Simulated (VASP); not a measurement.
```
CoSi2
1.0
    0.00000     2.73360     2.73360
    2.73360     0.00000     2.73360
    2.73360     2.73360     0.00000
Co Si
1 2
Direct
  0.00000   0.00000   0.00000
  0.25000   0.25000   0.25000
  0.75000   0.75000   0.75000
```

The base run (VASP): PBE GGA, plane waves, VASP's PBE PAW potentials (set 64). Settings: 400 eV cut-off, 9×9×9 Γ-centred mesh, first-order Methfessel-Paxton smearing of 0.10 eV, potentials Co Si.

One setting is varied; ΔE counts from the base run. The base run took about 10 core-seconds. Times come from single runs on busy shared machines, so they are rough: good to a factor of about 2.

| setting | cost over the base run | electronic steps | ΔE (meV/atom) |
|---|---|---|---|
| AMIX = 0.6, BMIX = 1.0, IMIX = 4 | within a factor of 2 | 14 | 0.0 |
| base run | reference | 14 | 0.0 |
| AMIX = 0.2, BMIX = 0.0001, IMIX = 4 | within a factor of 2 | 14 | 0.0 |
| AMIX = 0.05, BMIX = 0.0001, IMIX = 4 | within a factor of 2 | 16 | 0.0 |
| AMIX = 0.2, BMIX = 0.0001, IMIX = 1 | ___ | ___ | 0.0 |

**Question.** Fill in the missing entries.

**Answer.** 
- AMIX = 0.2, BMIX = 0.0001, IMIX = 1, cost over the base run: about 4 times
- AMIX = 0.2, BMIX = 0.0001, IMIX = 1, electronic steps: 49

Left out are runs that failed, have no time on record or changed the cell.

The compound is CoSi2 in the fluorite structure. The cell was not relaxed at this level.
